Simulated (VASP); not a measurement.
The system is WS2 (Tungstenite).

```
W S
1.0
     3.15410    0.00000    0.00000
    -1.57705    2.73153    0.00000
     0.00000    0.00000   12.14229
W S
2 4
Direct
  0.33333 0.66667 0.25000
  0.66667 0.33333 0.75000
  0.33333 0.66667 0.62030
  0.66667 0.33333 0.12030
  0.33333 0.66667 0.87970
  0.66667 0.33333 0.37970
```

Base run:

* Program: VASP 6.6.1
* Functional: r2SCAN
* Potentials or basis: VASP PAW PBE potentials, release 64 (W_sv, S)
* Cutoff: 520 eV
* k mesh: 12 × 12 × 3
* Occupations: gaussian, width 0.03 eV
* Spin: no spin polarisation

Its results: band gap on the k mesh 1.01 eV, indirect (least direct gap 1.96 eV); pressure 2.4 GPa; largest force 0.266 eV/Å.

Problem. After a change of settings the same cell gave: band gap on the k mesh 0.83 eV, indirect (least direct gap 1.82 eV); pressure -3.9 GPa; largest force 0.415 eV/Å. Which change was it?
A. functional from r2SCAN to LDA; potentials or basis from VASP PAW PBE potentials, release 64 (W_sv, S) to VASP PAW LDA potentials, release 64 (W_sv, S)
B. functional from r2SCAN to PBE; further incar settings from ALGO = Normal; EDIFF = 1e-07 to ALGO = Normal; EDIFF = 1e-07; NBANDS = 50
C. functional from r2SCAN to PBE

Solution. A.

Caveats: spin-orbit coupling is left out, which moves the levels of the heavy elements; the PAW data sets were made with another functional, which shifts forces and pressure a little (some runs).
